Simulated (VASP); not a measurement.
Set up this calculation in VASP 6.6.1, as the native input.

```
Task                   : single point
Functional             : PBEsol
Potentials or basis    : VASP PAW PBE potentials, release 64 (Na_pv, Se, Sc_sv)
Cutoff                 : 520 eV
k mesh                 : 6 × 6 × 4
Occupations            : fermi-dirac, width 0.02 eV
Spin                   : no spin polarisation
Dipole correction      : no
Further INCAR settings : ALGO = Fast; EDIFF = 1e-06; NBANDS = 23
```

The structure of NaScSe2 lies in POSCAR:

```
NaScSe2
1.0
    3.9582479979      0.0000000000      0.0000000000
    0.0000000000      3.9582479979      0.0000000000
    0.0000000000      0.0000000000      5.4015798575
Na Se Sc
1 2 1
Direct
    0.0000000000      0.0000000000      0.0000000000
    0.0000000000      0.0000000000      0.5000000000
    0.5000000000      0.5000000000      0.0000000000
    0.5000000000      0.5000000000      0.5000000000
```

The cell was built by a generator and needn't be a form met in nature.

These files were run (other wordings do the same):

INCAR

```
SYSTEM = NaScSe2
PREC = Accurate ; ENCUT = 520
EDIFF = 1E-6 ; ISMEAR = -1
SIGMA = 0.02 ; LREAL = .FALSE.
LASPH = .TRUE. ; NELM = 100
ALGO = Fast ; ISIF = 2
LWAVE = .FALSE. ; LCHARG = .TRUE.
GGA = PS ; LELF = .TRUE.
LVHAR = .TRUE. ; NBANDS = 23
```

KPOINTS

```
regular mesh
0
G
  6 6 4
  0 0 0
```

Potentials or basis: VASP PAW PBE potentials, release 64 (Na_pv, Se, Sc_sv).

The run is started by

```bash
$ cat potpaw_PBE.64/Na_pv/POTCAR potpaw_PBE.64/Se/POTCAR potpaw_PBE.64/Sc_sv/POTCAR > POTCAR
$ mpirun -np 1 vasp_std > vasp.out
```

It gave:

The pressure is 0.2 GPa. The band gap on the k mesh is none (metal or under the smearing width).

Caveat: the PAW data sets were made with another functional, which shifts forces and pressure a little.

It took 32 s on 1 thread of Intel(R) Xeon(R) 6975P-C (Granite Rapids) (shared host), peak memory 0.21 GiB.
